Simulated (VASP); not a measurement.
Cu, 1 atom in the cell. It takes space group Fm-3m (No. 225, cubic). Conventional cell: a = 3.636 Å, b = 3.636 Å, c = 3.636 Å, α = 90.00°, β = 90.00°, γ = 90.00°. Cu (site symmetry m-3m) has 12 Cu at 2.57 Å as nearest neighbours. 

| Quantity | Value |
| --- | --- |
| Program | VASP 6.6.1 |
| Task | relaxation of cell and atoms |
| Functional | PBE |
| Potentials or basis | VASP PAW PBE potentials, release 64 (Cu) |
| Cutoff | 600 eV |
| k mesh | 18 × 18 × 18 |
| Occupations | methfessel-paxton, width 0.1 eV |
| Spin | no spin polarisation |
| Further INCAR settings | ALGO = Normal; EDIFF = 1e-07; IBRION = 2; EDIFFG = -0.005; NSW = 90; ISIF = 3 |

Potentials or basis: VASP PAW PBE potentials, release 64 (Cu).

The run is started by

```console
$ cat potpaw_PBE.64/Cu/POTCAR > POTCAR
$ mpirun -np 1 vasp_std > vasp.out
```

Hardware: 1 thread of Intel(R) Xeon(R) 6975P-C (Granite Rapids), with other jobs on the host.

Estimate the wall time of this run.

Run time: 8.5 s on 1 thread of Intel(R) Xeon(R) 6975P-C (Granite Rapids) (shared host), peak memory 0.15 GiB. Counts: scf iterations 12, k points 195, ion steps 1.
